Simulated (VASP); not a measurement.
Input:

```xyz
1
Lattice="-1.6898 1.6898 1.6898 1.6898 -1.6898 1.6898 1.6898 1.6898 -1.6898" Properties=species:S:1:pos:R:3 pbc="T T T"
Ta     0.0000     0.0000     0.0000
```

The numbers are results of vdW-DF2, VASP's PBE PAW potentials (set 64) (plane waves; VASP 6.6.1), not measurements. Numerical set-up: 520 eV cut-off, 15×15×15 Γ-centred mesh, first-order Methfessel-Paxton smearing of 0.10 eV, potentials Ta_pv.

Q: Give the energy at these volumes per atom, relative to the lowest: 18.16, 18.74, 19.32, 19.90, 20.48 Å³.

A: 41.6, 9.6, 0.0, 9.7, 36.0 meV/atom. A third-order Birch-Murnaghan fit gives B0 = 178 GPa and B0′ = 4.0.

Measured: bulk modulus 198 GPa at 0 K (computed value off by -10.1 %), as given by H. Levämäki et al., Physical Review B (2014), arXiv:1402.3671 [corrected for temperature and zero-point phonon effects]; a 3.299 Å at 0 K (computed value off by +2.5 %), as given by Daniel Mejia-Rodriguez et al., Physical Review B (2018), arXiv:1807.09216 [static lattice: zero-point anharmonic expansion removed].

The compound is Ta in the bcc structure. It was relaxed first, which changed the volume by +7 %.
